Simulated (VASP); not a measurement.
```yaml
crystal:
  lattice:
    - [3.90680, 0.00000, 0.00000]
    - [0.00000, 3.90680, 0.00000]
    - [0.00000, 0.00000, 3.90680]
  atoms:
    - { symbol: Ba, position: [0.00000, 0.00000, 0.00000] }
    - { symbol: Ti, position: [0.50000, 0.50000, 0.50000] }
    - { symbol: O, position: [0.50000, 0.00000, 0.50000] }
    - { symbol: O, position: [0.00000, 0.50000, 0.50000] }
    - { symbol: O, position: [0.50000, 0.50000, 0.00000] }
```

Level of theory: AM05 GGA, VASP's PBE PAW potentials (set 64) (plane waves; VASP). Settings: 520 eV cut-off, 6×6×6 Γ-centred mesh, Gaussian smearing of 0.050 eV, potentials Ba_sv Ti_sv O.

Q: The job: BaTiO₃ (cubic perovskite), 5 atoms, AM05, static run, 520 eV, 6×6×6 Γ-centred mesh. Roughly how much core time does it take on a busy server core?

A: About 30 core-seconds (one run on a shared machine, a rough figure). It had 20 irreducible k-points, 24 bands, up to 1640 plane waves and 17 electronic steps.

The compound is BaTiO3 in the cubic perovskite structure, the ideal cubic form; the compound distorts at low or room temperature. This cell is one point of a volume scan, at 0.94 of the reference volume.
